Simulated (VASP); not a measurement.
An input for Ansatz (written as the equivalent of a VASP run, and not itself run):

Ansatz 0.2 input:
```yaml
crystal:
  lattice:
    - [1.5777030, -2.7326618, 0.0000000]
    - [1.5777030, 2.7326618, 0.0000000]
    - [0.0000000, 0.0000000, 4.9898872]
  atoms:
    - { symbol: Hf, position: [0.3333330, 0.6666670, 0.2500000] }
    - { symbol: Hf, position: [0.6666670, 0.3333330, 0.7500000] }
kpoints:
  mp_grid: { grid: [13, 13, 7] }
hamiltonian:
  xc: pbe
  pseudopotentials: { kind: paw }
scf:
  occupations: { method: methfessel_paxton, width: 0.1 }
  max_iter: 100
relax:
  max_steps: 40
  f_tol: 0.02
  cell: { p_target: 10 }
output: { forces: true, stress: true, eigenvalues: true }
```

**Question.** Translate this input to VASP (INCAR, KPOINTS, POSCAR, choice of POTCAR).

**Answer.** Several could match; the one computed here: 
File KPOINTS:
```
Automatic mesh
0
Gamma
13 13 7
0 0 0
```

INCAR:
```
SYSTEM = Hf
PREC = Accurate
ENCUT = 500
EDIFF = 1E-6
NELM = 100
ALGO = Normal
LREAL = .FALSE.
LASPH = .TRUE.
ISMEAR = 1
SIGMA = 0.1
GGA = PE
LMAXMIX = 6
LWAVE = .FALSE.
LCHARG = .FALSE.
IBRION = 2
ISIF = 3
NSW = 40
EDIFFG = -0.02
PSTRESS = 100
```

File POSCAR:
```
Hf
1
    1.5777030464    -2.7326617956     0.0000000000
    1.5777030464     2.7326617956     0.0000000000
    0.0000000000     0.0000000000     4.9898872411
Hf
2
Direct
  0.3333330000   0.6666670000   0.2500000000
  0.6666670000   0.3333330000   0.7500000000
```

POTCAR, in this order: Hf_pv (PBE.64 set). Program: vasp_std.

What does not carry over: each code has its own PAW files, so the cut-off isn't converted (ENCUT is set for VASP's; basis.ecutwfc is left out, and Ansatz then takes the one that its files recommend); Ansatz stops its SCF on the density residual and VASP on the energy change (EDIFF).

The compound is Hf in the hcp structure. This run relaxes it under an external pressure of 10 GPa. Symmetry was kept, so distortions that lower it aren't found.
